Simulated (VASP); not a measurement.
Crystal: CdS.

```
Cd S
1.0
     0.00000    2.91650    2.91650
     2.91650    0.00000    2.91650
     2.91650    2.91650    0.00000
Cd S
1 1
Direct
  0.00000 0.00000 0.00000
  0.25000 0.25000 0.25000
```

- Program: VASP 6.6.1
- Task: relaxation of cell and atoms
- Functional: PBE
- Potentials or basis: VASP PAW PBE potentials, release 64 (Cd, S)
- Cutoff: 520 eV
- k mesh: 2 × 2 × 2
- Occupations: gaussian, width 0.02 eV
- Spin: no spin polarisation

At the start: pressure 6.5 GPa; volume 24.81 Å³/atom.

How do energy, volume and symmetry change on relaxing?

Over 5 steps the energy falls by 52.7 meV/atom and the volume is 27.65 Å³/atom (+11.5 %); space group F-43m (No. 216, to 0.05 Å).

Step by step:
```csv
step,energy change (eV),largest force (eV/Å),pressure (GPa),volume (Å³)
1,0.0000,0.0000,6.53,49.62
2,-0.0961,0.0000,-1.52,57.23
3,-0.1054,0.0000,0.06,55.28
4,-0.1054,0.0000,-0.07,55.40
5,-0.1054,0.0000,0.00,55.31
```

Final structure:
```
CELL_PARAMETERS angstrom
0.00000 3.02402 3.02402
3.02402 0.00000 3.02402
3.02402 3.02402 0.00000
ATOMIC_POSITIONS crystal
Cd 0.00000 0.00000 0.00000
S 0.25000 0.25000 0.25000
```

Caveat: the k mesh is coarse (spacing up to 0.93 Å⁻¹), so the values aren't converged; the volume moved by +11 % from the deposited cell, more than functionals usually miss.
